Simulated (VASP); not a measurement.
# BaZr2O3 (Cmmm) in VASP: elastic constants with PBE

Aim: the elastic constants of BaZr2O3 with PBE.

Program: VASP 6.6.1. These are calculated values, not measurements. Logs are shortened: lines on timing, memory, paths and dates and some standing lists are left out, and cuts for length are marked.

## Step 1: Starting point

Symmetry: Cmmm, No. 65, orthorhombic system. Conventional cell: a = 4.337 Å, b = 12.940 Å, c = 3.743 Å, α = 90.00°, β = 90.00°, γ = 90.00°. Around Ba (site symmetry mmm) lie 8 O at 2.86 Å. Zr (site symmetry m2m) has 4 O at 2.13 to 2.18 Å as nearest neighbours. O (site symmetry m2m) has 3 Zr at 2.17 to 2.18 Å as nearest neighbours. O (site symmetry mmm) is surrounded by 2 Zr at 2.13 Å.

The cell was built by a generator and needn't be a form met in nature.

## Step 2: Elastic constants, PBE

POSCAR reads:

```
BaZr2O3
1.0
    2.1683700000     -6.4698300000      0.0000000000
    2.1683700000      6.4698300000      0.0000000000
    0.0000000000      0.0000000000      3.7430300000
Ba Zr O
1 2 3
Direct
    0.0000000000      0.0000000000      0.5000000000
    0.6646040000      0.3353960000      0.0000000000
    0.3353960000      0.6646040000      0.0000000000
    0.1672000000      0.8328000000      0.0000000000
    0.8328000000      0.1672000000      0.0000000000
    0.5000000000      0.5000000000      0.0000000000
```

INCAR.step1 reads:

```
SYSTEM = BaZr2O3
PREC = Accurate ; ENCUT = 520
EDIFF = 1E-8 ; ISMEAR = 0
SIGMA = 0.1 ; LREAL = .FALSE.
LASPH = .TRUE. ; NELM = 60
ALGO = Normal ; ISIF = 3
LWAVE = .FALSE. ; LCHARG = .FALSE.
GGA = PE ; KPAR = 8
IBRION = 2 ; NSW = 40
EDIFFG = -0.002
```

INCAR.step2 reads:

```
SYSTEM = BaZr2O3
PREC = Accurate ; ENCUT = 520
EDIFF = 1E-8 ; ISMEAR = 0
SIGMA = 0.1 ; LREAL = .FALSE.
LASPH = .TRUE. ; NELM = 60
ALGO = Normal ; ISIF = 3
LWAVE = .FALSE. ; LCHARG = .FALSE.
GGA = PE ; KPAR = 8
IBRION = 6 ; NFREE = 2
POTIM = 0.015 ; NSW = 1
```

KPOINTS reads:

```
regular mesh
0
G
  6 6 6
  0 0 0
```

Potentials or basis: VASP PAW PBE potentials, release 64 (Ba_sv, Zr_sv, O).

Run with:

```
cat potpaw_PBE.64/Ba_sv/POTCAR potpaw_PBE.64/Zr_sv/POTCAR potpaw_PBE.64/O/POTCAR > POTCAR
cp INCAR.step1 INCAR
mpirun -np 8 vasp_std > vasp.out
cp CONTCAR POSCAR
cp INCAR.step2 INCAR
mpirun -np 8 vasp_std > vasp.out
```

OUTCAR:

```text
SYSTEM = BaZr2O3
   PREC = Accurate
   ENCUT = 520
   EDIFF = 1E-8
   ISMEAR = 0
   LREAL = .FALSE.
   LASPH = .TRUE.
   NELM = 60
   ISIF = 3
   GGA = PE
   IBRION = 6
   NFREE = 2
   POTIM = 0.015
   NSW = 1

 ion  position               nearest neighbor table
   1  0.000  0.000  0.500-   4 2.86   5 2.86   4 2.86   5 2.86   6 2.88   6 2.88   6 2.88   6 2.88
                             2 3.57   2 3.57   2 3.57   2 3.57   3 3.57   3 3.57   3 3.57   3 3.57
   2  0.665  0.335  0.000-   6 2.12   4 2.17   4 2.17   5 2.18   3 3.09   3 3.09   1 3.57   1 3.57
                             1 3.57   1 3.57
   3  0.335  0.665  0.000-   6 2.12   5 2.17   5 2.17   4 2.18   2 3.09   2 3.09   1 3.57   1 3.57
                             1 3.57   1 3.57
   4  0.166  0.834  0.000-   2 2.17   2 2.17   3 2.18   1 2.86   1 2.86
   5  0.834  0.166  0.000-   3 2.17   3 2.17   2 2.18   1 2.86   1 2.86
   6  0.500  0.500  0.000-   2 2.12   3 2.12   1 2.88   1 2.88   1 2.88   1 2.88

  LATTYP: Found a base centered orthorhombic cell.
 ALAT       =     4.3312464026
 B/A-ratio  =     2.9764844278
 C/A-ratio  =     0.8741162284

  Lattice vectors:

 A1 = (   2.1656232013,  -6.4459437352,   0.0000000000)
 A2 = (   2.1656232013,   6.4459437352,   0.0000000000)
 A3 = (   0.0000000000,   0.0000000000,   3.7860127697)

Analysis of symmetry for initial positions (statically):
=====================================================================
 Subroutine PRICEL returns:
 Original cell was already a primitive cell.

 Routine SETGRP: Setting up the symmetry group for a
 base centered orthorhombic supercell.

 Subroutine GETGRP returns: Found  8 space group operations
 (whereof  8 operations were pure point group operations)
 out of a pool of  8 trial point group operations.

The static configuration has the point symmetry D_2h.

Analysis of symmetry for dynamics (positions and initial velocities):
[... 1210 lines left out ...]
  FORCE on cell =-STRESS in cart. coord.  units (eV):
  Direction    XX          YY          ZZ          XY          YZ          ZX
  --------------------------------------------------------------------------------------
  -------------------------------------------------------------------------------------
  Total       -0.0007636      0.0022146      0.0088608      0.0000000      0.0000000      0.0000000
  in kB       -0.0115739      0.0335682      0.1343074      0.0000000      0.0000000      0.0000000
  external PRESSURE =       0.0521006 kB  Pullay stress =       0.0000000 kB
[... 21 lines left out ...]
  FREE ENERGIE OF THE ION-ELECTRON SYSTEM (eV)
  ---------------------------------------------------
  free  energy   TOTEN  =       -48.5805550488 eV

  energy  without entropy=      -48.5708429851  energy(sigma->0) =      -48.57569902

 INTERNAL STRAIN TENSORS FROM STRAINED CELLS
 ============================================

 INTERNAL STRAIN TENSOR FOR ION    1 for displacements in x,y,z  (eV/Angst):
          X           Y           Z          XY          YZ          ZX
  --------------------------------------------------------------------------------
  x     0.00000     0.00000     0.00000     0.00000    -0.00000     0.00000
  y    -0.00000     0.00000    -0.00000    -0.00000    -0.00000    -0.00000
  z    -0.00000     0.00000     0.00000     0.00000    -0.00000     0.00000

 INTERNAL STRAIN TENSORS FROM DISPLACED ATOMS
 ============================================

 INTERNAL STRAIN TENSOR FOR ION    1 for displacements in x,y,z  (eV/Angst):
          X           Y           Z          XY          YZ          ZX
  --------------------------------------------------------------------------------
  x     0.00000     0.00000     0.00000     0.00000     0.00000     0.00000
  y     0.00000     0.00000     0.00000     0.00000     0.00000     0.00000
  z     0.00000     0.00000     0.00000     0.00000     0.00000     0.00000

 INTERNAL STRAIN TENSOR FOR ION    6 for displacements in x,y,z  (eV/Angst):
          X           Y           Z          XY          YZ          ZX
  --------------------------------------------------------------------------------
  x     0.00000     0.00000     0.00000     0.00000     0.00000     0.00000
  y     0.00000     0.00000     0.00000     0.00000     0.00000     0.00000
  z     0.00000     0.00000     0.00000     0.00000     0.00000     0.00000

 Eigenvectors and eigenvalues of the dynamical matrix
 ----------------------------------------------------

   1 f  =   15.819277 THz    99.395449 2PiTHz  527.674280 cm-1    65.423243 meV
             X         Y         Z           dx          dy          dz
      0.000000  0.000000  1.893006     0.000000   -0.003847   -0.000000
      2.165623 -2.122826  0.000000     0.000000    0.022576   -0.000000
      2.165623  2.122826  0.000000    -0.000000    0.022576   -0.000000
      2.165623  4.299651  0.000000     0.000000   -0.439538    0.000000
      2.165623 -4.299651  0.000000     0.000000   -0.439538    0.000000
      2.165623  0.000000  0.000000    -0.000000    0.782674    0.000000
[... 145 lines left out ...]
  18 f/i=    0.003118 THz     0.019593 2PiTHz    0.104015 cm-1     0.012896 meV
             X         Y         Z           dx          dy          dz
      0.000000  0.000000  1.893006    -0.000000   -0.000000   -0.610437
      2.165623 -2.122826  0.000000    -0.000000   -0.000000   -0.498314
      2.165623  2.122826  0.000000    -0.000000   -0.000000   -0.498314
      2.165623  4.299651  0.000000    -0.000000   -0.000000   -0.208773
      2.165623 -4.299651  0.000000    -0.000000   -0.000000   -0.208773
      2.165623  0.000000  0.000000    -0.000000   -0.000000   -0.208713

--------------------------------------------------------------------------------------------------------

 ELASTIC MODULI CONTR FROM IONIC RELAXATION (kBar)
 Direction    XX          YY          ZZ          XY          YZ          ZX
 --------------------------------------------------------------------------------
 XX        -115.7852   -113.3781     30.2074     -0.0000     -0.0000      0.0000
 YY        -113.3781   -390.4462     -7.4026     -0.0000     -0.0000      0.0000
 ZZ          30.2074     -7.4026    -12.7755      0.0000      0.0000      0.0000
 XY          -0.0000     -0.0000      0.0000    -18.2190     -0.0000      0.0000
 YZ          -0.0000     -0.0000      0.0000     -0.0000   -731.2963      0.0000
 ZX           0.0000      0.0000      0.0000      0.0000      0.0000      0.0000
 --------------------------------------------------------------------------------

 TOTAL ELASTIC MODULI (kBar)
 Direction    XX          YY          ZZ          XY          YZ          ZX
 --------------------------------------------------------------------------------
 XX        3206.2703   1053.9300    350.4232     -0.0000     -0.0000      0.0000
 YY        1053.9300   2911.7059    450.6396     -0.0000     -0.0000      0.0000
 ZZ         350.4232    450.6396    740.8967      0.0000      0.0000      0.0000
 XY          -0.0000     -0.0000      0.0000    683.3653     -0.0000      0.0000
 YZ          -0.0000     -0.0000      0.0000     -0.0000   -259.4096      0.0000
 ZX           0.0000      0.0000      0.0000      0.0000      0.0000    457.9905
 --------------------------------------------------------------------------------
```

OUTCAR.step1:

```text
SYSTEM = BaZr2O3
   PREC = Accurate
   ENCUT = 520
   EDIFF = 1E-8
   ISMEAR = 0
   LREAL = .FALSE.
   LASPH = .TRUE.
   NELM = 60
[... 1374 lines left out ...]
  -------------------------------------------------------------------------------------
  Total       -0.0035970      0.0048254      0.0020554      0.0000000      0.0000000      0.0000000
  in kB       -0.0545212      0.0731412      0.0311555      0.0000000      0.0000000      0.0000000
  external PRESSURE =       0.0165918 kB  Pullay stress =       0.0000000 kB
[... 21 lines left out ...]
  FREE ENERGIE OF THE ION-ELECTRON SYSTEM (eV)
  ---------------------------------------------------
  free  energy   TOTEN  =       -48.5804705725 eV

  energy  without entropy=      -48.5707583834  energy(sigma->0) =      -48.57561448

 reached required accuracy - stopping structural energy minimisation
```

It took 17 min on 8 MPI ranks of AMD EPYC 9R45 (Zen 5), shared host; peak memory 0.61 GiB.

What came out:

```yaml
Relaxed_volume: 17.62 Å³/atom
Relaxed_cell: a = 6.800 Å, b = 6.800 Å, c = 3.786 Å, α = 90.00°, β = 90.00°, γ = 142.86°
Space_group_after_relaxing_to_0.05_Å: Cmmm (No. 65)
Voigt_bulk_modulus: 117 GPa
Highest_phonon_frequency_at_Γ_LO-TO_splitting_left_out: 528 cm⁻¹
```

The path:
```
step  energy change (eV)  largest force (eV/Å)  pressure (GPa)  volume (Å³)
   1              0.0000                0.0449           -0.07       105.02
   2             -0.0018                0.0655            0.46       104.91
   3             -0.0018                0.0685            0.54       104.89
   4             -0.0030                0.0438            0.30       105.23
   5             -0.0036                0.0374           -0.02       105.70
   6             -0.0037                0.0166           -0.01       105.70
   7             -0.0037                0.0020            0.00       105.70
   8             -0.0037                0.0019            0.00       105.70
   9             -0.0037                0.0008            0.00       105.70
```

Final structure:
```
CELL_PARAMETERS angstrom
2.16562 -6.44594 0.00000
2.16562 6.44594 0.00000
0.00000 0.00000 3.78601
ATOMIC_POSITIONS crystal
Ba 0.00000 0.00000 0.50000
Zr 0.66466 0.33534 0.00000
Zr 0.33534 0.66466 0.00000
O 0.16648 0.83352 0.00000
O 0.83352 0.16648 0.00000
O 0.50000 0.50000 0.00000
```

Phonon frequencies in cm⁻¹ (negative: imaginary):
```tsv
q point	frequencies
(0.000, 0.000, 0.000)	0 0 0 66 119 142 145 180 228 247 263 296 318 380 393 408 428 528
```

Elastic tensor in Voigt notation (GPa, in the Cartesian axes of the cell as first typed):
```
321 105  35   0   0   0
105 291  45   0   0   0
 35  45  74   0   0   0
  0   0   0 -26   0   0
  0   0   0   0  46   0
  0   0   0   0   0  68
```

Clamped-ion elastic tensor (GPa):
```
332 117  32   0   0   0
117 330  46   0   0   0
 32  46  75   0   0   0
  0   0   0  47   0   0
  0   0   0   0  46   0
  0   0   0   0   0  70
```

Caveat: the elastic tensor has a negative eigenvalue, so either the cell is unstable as it stands or the mesh is too thin. Spin-orbit coupling is left out, which matters for the levels of Ba.
